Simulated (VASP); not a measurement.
An input for Ansatz (written as the equivalent of a VASP run, and not itself run):

Ansatz 0.2 input:
```yaml
crystal:
  lattice:
    - [0.0000000, 2.2859401, 2.2859401]
    - [2.2859401, 0.0000000, 2.2859401]
    - [2.2859401, 2.2859401, 0.0000000]
  atoms:
    - { symbol: Na, position: [0.0000000, 0.0000000, 0.0000000] }
    - { symbol: F, position: [0.5000000, 0.5000000, 0.5000000] }
kpoints:
  mp_grid: { grid: [10, 10, 10] }
hamiltonian:
  xc: r2scan
  pseudopotentials: { kind: paw }
scf:
  occupations: { method: gaussian, width: 0.05 }
  max_iter: 100
output: { forces: true, stress: true, eigenvalues: true }
```

Translate this input to VASP (INCAR, KPOINTS, POSCAR, choice of POTCAR).

One answer among several that fit: 
INCAR:
```
ALGO=Normal
EDIFF=1E-7
ENCUT=600
ISIF=2
ISMEAR=0
LASPH=T
LCHARG=F
LMIXTAU=T
LREAL=F
LWAVE=F
METAGGA=R2SCAN
NELM=100
PREC=Accurate
SIGMA=0.05
SYSTEM=NaF
```

POSCAR:
```
NaF
1
    0.0000000000     2.2859400601     2.2859400601
    2.2859400601     0.0000000000     2.2859400601
    2.2859400601     2.2859400601     0.0000000000
Na F
1 1
Direct
  0.0000000000   0.0000000000   0.0000000000
  0.5000000000   0.5000000000   0.5000000000
```

KPOINTS:
```
kpoints
0
Gamma
10 10 10
```

POTCAR, in this order: Na_pv F (PBE.64 set). Program: vasp_std.

The two are equivalent in intent, not identical: each code has its own PAW files, so the cut-off isn't converted (ENCUT is set for VASP's; basis.ecutwfc is left out, and Ansatz then takes the one that its files recommend); Ansatz stops its SCF on the density residual and VASP on the energy change (EDIFF).

The compound is NaF in the rock salt structure. It was relaxed first.
